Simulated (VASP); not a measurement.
Method: HSE06 screened hybrid (exact exchange on a k-mesh reduced by 3x3x1), VASP's PBE PAW potentials (set 64) (plane waves; VASP 6.6.1).

VASP input:

File KPOINTS:
```
Automatic
0
gamma
12 12 1
0 0 0
```

INCAR:
```
SYSTEM = PtSe2 monolayer
PREC = Normal
ENCUT = 400
EDIFF = 1E-5
NELM = 50
ALGO = Normal
LREAL = .FALSE.
LASPH = .TRUE.
ISMEAR = 0
SIGMA = 0.05
GGA = PE
LMAXMIX = 6
LWAVE = .FALSE.
LCHARG = .FALSE.
NELMIN = 4
HFSCREEN = 0.2
AEXX = 0.25
LHFCALC = .TRUE.
PRECFOCK = Fast
ISYM = 3
ISIF = 0
LVHAR = .TRUE.
NKREDX = 3
NKREDY = 3
```

File POSCAR:
```
PtSe2 monolayer
22.6811990
  0.1653206815   0.0000000000   0.0000000000
 -0.0826603407   0.1431719154   0.0000000000
  0.0000000000   0.0000000000   1.0000000159
Se Pt
2 1
direct
  0.6666670000   0.3333330000   0.4423384163
  0.3333330000   0.6666670000   0.5576615837
  0.0000000000   0.0000000000   0.5000000000
```

POTCAR, in this order: Se Pt (PBE.64 set). Program: vasp_std. Read from the step before: WAVECAR.

Output

OSZICAR:
```
       N       E                     dE             d eps       ncg     rms          rms(c)
DAV:   1    -0.172921983641E+02   -0.17292E+02   -0.80269E-01   724   0.836E+00    0.212E+00
DAV:   2    -0.173034300681E+02   -0.11232E-01   -0.41014E-02   794   0.172E+00    0.138E+00
DAV:   3    -0.173028556930E+02    0.57438E-03   -0.27377E-03   724   0.375E-01    0.816E-01
DAV:   4    -0.173022701734E+02    0.58552E-03   -0.89567E-04   752   0.286E-01    0.464E-01
DAV:   5    -0.173021525027E+02    0.11767E-03   -0.14862E-04   773   0.888E-02    0.261E-01
DAV:   6    -0.173021047605E+02    0.47742E-04   -0.43705E-05   710   0.633E-02    0.145E-01
DAV:   7    -0.173020932238E+02    0.11537E-04   -0.99269E-06   516   0.232E-02    0.827E-02
DAV:   8    -0.173020897542E+02    0.34696E-05   -0.26981E-06   481   0.141E-02
   1 F= -.17302090E+02 E0= -.17302090E+02  d E =-.171573E-17
```

### OUTCAR
```
------------------------ aborting loop because EDIFF is reached ----------------------------------------
  volume of cell :      276.17
      direct lattice vectors                 reciprocal lattice vectors
     3.749671276  0.000000000  0.000000000     0.266690045  0.153973563  0.000000000
    -1.874835638  3.247310705  0.000000000     0.000000000  0.307947126  0.000000000
     0.000000000  0.000000000 22.681199360     0.000000000  0.000000000  0.044089379
 POSITION                                       TOTAL-FORCE (eV/Angst)
 -----------------------------------------------------------------------------------
      1.87484      1.08244     10.03277        -0.000000      0.000000      0.444233
     -0.00000      2.16487     12.64843         0.000000     -0.000000     -0.444233
      0.00000      0.00000     11.34060         0.000000      0.000000      0.000000
 -----------------------------------------------------------------------------------
    total drift:                               -0.000022     -0.000019      0.000051
  FREE ENERGIE OF THE ION-ELECTRON SYSTEM (eV)
  ---------------------------------------------------
  free  energy   TOTEN  =       -17.3020897542 eV

  energy  without entropy=      -17.3020897542  energy(sigma->0) =      -17.30208975

  exchange ACFDT corr.  =         0.00000000  see jH, gK, PRB 81, 115126
```
(Selected blocks of OUTCAR.)

Exact exchange is summed on a reduced mesh (NKRED).

The cell is a sheet with vacuum, built from PtSe2 (1T layered). The cell's shape comes from a PBE relaxation.
